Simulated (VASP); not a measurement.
Consider the following.

```
NbTe
1.0
   -1.85334     1.85334     6.27451
    1.85334    -1.85334     6.27451
    1.85334     1.85334    -6.27451
Nb Te
2 2
Direct
  0.75000   0.75000   0.00000
  0.50000   0.00000   0.50000
  0.16600   0.16600   0.00000
  0.91600   0.41600   0.50000
```

Calculation: PBE GGA, VASP's PBE PAW potentials (set 64) (plane waves; VASP 6.6.1). Run with 400 eV cut-off, 8×8×8 Γ-centred mesh, Gaussian smearing of 0.050 eV, potentials Nb_sv Te.

Unless said otherwise, spin-orbit coupling is left out, though it shifts the bands of the heavy elements here.

Task: What does the run give for the energy per atom (σ→0), pressure, largest force, band gap (on the k-mesh) with the smallest direct gap where there is one?

Result: 
```
Quantity                                                    Result
------------------------  ----------------------------------------
band gap (on the k-mesh)  none (metal, semimetal or under 0.01 eV)
energy per atom (σ→0)                               -6.802 eV/atom
pressure                                                  1.17 GPa
largest force                                           0.309 eV/Å
```

Only differences to runs with the same potentials and settings are physical.

The structure was generated: NbTe was put into the NbAs type (I4_1md), which need not be its known phase. The cell was not relaxed at this level.
